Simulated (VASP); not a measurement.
Input of a VASP 6.6.1 run:

INCAR

```
SYSTEM = TmTa
PREC     = Accurate       ! precision mode
ENCUT    = 520            ! plane-wave cutoff, eV
EDIFF    = 1E-6           ! SCF threshold, eV
ISMEAR   = -1             ! smearing method
SIGMA    = 0.1            ! smearing width, eV
LREAL    = .FALSE.        ! projectors in reciprocal space
LASPH    = .TRUE.         ! aspherical terms in the spheres
NELM     = 100            ! most SCF steps
ALGO     = Normal         ! electronic algorithm
ISIF     = 2              ! what is computed and relaxed
LWAVE    = .FALSE.        ! write WAVECAR
LCHARG   = .FALSE.        ! write CHGCAR
GGA      = PE             ! functional
NBANDS   = 24             ! bands
```

KPOINTS

```
Automatic mesh
0
Gamma
  5 5 5
  0.5 0 0.5
```

Contents of POSCAR:

```
TmTa
1.0
    3.3590690000      0.0700990000      0.0769680000
    0.0700990000      3.3636730000     -0.0114400000
    0.0769680000     -0.0114400000      3.3943460000
Ta Tm
1 1
Direct
    0.5086210000      0.4975580000      0.5054110000
    0.9765970000      0.9846410000      0.0026870000
```

Potentials or basis: VASP PAW PBE potentials, release 64 (Ta_pv, Tm).

Launch:

```bash
$ cat potpaw_PBE.64/Ta_pv/POTCAR potpaw_PBE.64/Tm/POTCAR > POTCAR
$ mpirun -np 1 vasp_std > vasp.out
```

Q: What does it give for the band gap on the k mesh?

A: None (metal or under the smearing width).

Q: Predict the largest force.

A: 0.747 eV/Å.

Q: Predict the pressure.

A: 14.5 GPa.

Forces on the atoms (eV/Å):
```
Ta  -0.707 -0.243  0.005
Tm   0.707  0.243 -0.005
```

Caveat: the k mesh is coarse (spacing up to 0.37 Å⁻¹), so the values aren't converged; without U or exact exchange the open f shell lies at the Fermi level, which spoils levels, moments and volumes. Spin polarisation is off, so any magnetic state and its effect on volume and gap are missing.
